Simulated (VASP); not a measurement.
The input files of a VASP run:

**INCAR**
```
SYSTEM = Os
PREC = Accurate
ENCUT = 520
EDIFF = 1E-7
NELM = 100
ALGO = Normal
LREAL = .FALSE.
LASPH = .TRUE.
ISMEAR = -5
GGA = RP
LMAXMIX = 6
LWAVE = .FALSE.
LCHARG = .TRUE.
LORBIT = 11
NEDOS = 601
ISIF = 2
```

POSCAR:
```
Os
2.7641410
  0.5000000136  -0.8660252951   0.0000000000
  0.5000000136   0.8660252951   0.0000000000
  0.0000000000   0.0000000000   1.5753856170
Os
2
Cart
  0.5000000136   0.2886756757   0.3938464043
  0.5000000136  -0.2886756757   1.1815392128
```

KPOINTS:
```
Automatic
0
G
  17 17 10
```

POTCAR, in this order: Os (PBE.64 set). Program: vasp_std.

**Question.** Translate this RPBE calculation to Ansatz.

**Answer.** One equivalent input (not run):
Ansatz 0.2 input:
```yaml
crystal:
  lattice:
    - [1.3820705, -2.3938160, 0.0000000]
    - [1.3820705, 2.3938160, 0.0000000]
    - [0.0000000, 0.0000000, 4.3545880]
  atoms:
    - { symbol: Os, position: [0.3333330, 0.6666670, 0.2500000] }
    - { symbol: Os, position: [0.6666670, 0.3333330, 0.7500000] }
kpoints:
  mp_grid: { grid: [17, 17, 10] }
hamiltonian:
  xc: rpbe
  pseudopotentials: { kind: paw }
scf:
  occupations: { method: tetrahedron }
  max_iter: 100
output: { forces: true, stress: true, eigenvalues: true }
```
What does not carry over: each code has its own PAW files, so the cut-off isn't converted (ENCUT is set for VASP's; basis.ecutwfc is left out, and Ansatz then takes the one that its files recommend); Ansatz stops its SCF on the density residual and VASP on the energy change (EDIFF).

The compound is Os in the hcp structure. It was relaxed first.
